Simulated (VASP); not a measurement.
Given:

```
CELL_PARAMETERS angstrom
      2.21375    -3.74803     0.00000
      2.21375     3.74803     0.00000
      0.00000     0.00000     4.43089
ATOMIC_POSITIONS crystal
  Ga 0.15563 0.84437 0.91566
  Ga 0.34437 0.65563 0.41566
  Ga 0.65563 0.34437 0.58434
  Ga 0.84437 0.15563 0.08434
```

Level of theory: LDA (Ceperley-Alder, Perdew-Zunger), VASP's LDA PAW potentials (set 64) (plane waves; VASP). Settings: 500 eV cut-off, 8×8×7 Γ-centred mesh, first-order Methfessel-Paxton smearing of 0.10 eV, potentials Ga_d.

Energy and stress use the plane-wave basis of the starting cell.

### Question
The ions, cell shape and volume at an external pressure of 5.0 GPa are relaxed. Which structure does the run end with?

### Answer

```
CELL_PARAMETERS angstrom
      2.15760    -3.67969     0.00000
      2.15760     3.67969     0.00000
      0.00000     0.00000     4.34554
ATOMIC_POSITIONS crystal
  Ga 0.15506 0.84494 0.91512
  Ga 0.34494 0.65506 0.41512
  Ga 0.65506 0.34494 0.58488
  Ga 0.84494 0.15506 0.08488
```
Space group Cmce (64), at a tolerance of 0.03 Å.

### Question
How do energy and volume change from the first to the last step?

### Answer
The energy (σ→0) changes by +17.2 meV/atom and the volume by -6.2 %, in 8 ionic steps.

The compound is Ga in the alpha structure. This run relaxes it under an external pressure of 5 GPa. Symmetry was kept, so distortions that lower it aren't found.
